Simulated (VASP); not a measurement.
The system is Cl2GaH, in a box.

```xyz
4
Lattice="12.0000 0.0000 0.0000 0.0000 13.0000 0.0000 0.0000 0.0000 11.0000" Properties=species:S:1:pos:R:3 pbc="T T T"
Cl    4.5269    6.4743    4.8494
Cl    7.4990    4.9936    6.2186
Ga    6.5723    6.7174    5.3834
H     7.3294    8.0484    5.1795
```

Base run:

- Program: VASP 6.6.1
- Functional: SCAN
- Potentials or basis: VASP PAW PBE potentials, release 64 (Cl, Ga_d, H)
- Cutoff: 520 eV
- k mesh: 1 × 1 × 1
- Occupations: gaussian, width 0.01 eV
- Spin: no spin polarisation

Its results: gap between the frontier levels 5.76 eV; largest force 0.367 eV/Å.

Problem. The run is repeated on the same cell with these changes: functional from SCAN to r2SCAN0. What comes out?

Solution. Gap between the frontier levels 7.80 eV; largest force 0.380 eV/Å.

r2SCAN0 gives the wider gap, since exact exchange removes part of the self-interaction.

Caveats: the PAW data sets were made with another functional, which shifts forces and pressure a little.

